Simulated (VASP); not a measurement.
Input:

```yaml
crystal:
  lattice:
    - [0.00000, 3.14422, 3.14422]
    - [3.14422, 0.00000, 3.14422]
    - [3.14422, 3.14422, 0.00000]
  atoms:
    - { symbol: Ba, position: [0.00000, 0.00000, 0.00000] }
    - { symbol: F, position: [0.25000, 0.25000, 0.25000] }
    - { symbol: F, position: [0.75000, 0.75000, 0.75000] }
```

All values below come from PBE0 hybrid, VASP's PBE PAW potentials (set 64) (plane waves; VASP). Run with 520 eV cut-off, 4×4×4 Γ-centred mesh, Gaussian smearing of 0.050 eV, potentials Ba_sv F.

Task: Give the stress tensor in GPa (positive for a compressed cell).

Result: 
```
-1.33   0.00   0.00
 0.00  -1.33   0.00
 0.00   0.00  -1.33
```
The pressure is its mean diagonal, -1.33 GPa.

The compound is BaF2 in the fluorite structure. It was relaxed first. The k-mesh is coarse (spacing up to 0.43 per Å, 2π included), so the numbers may not be converged in it. The cell's shape comes from a PBE relaxation.
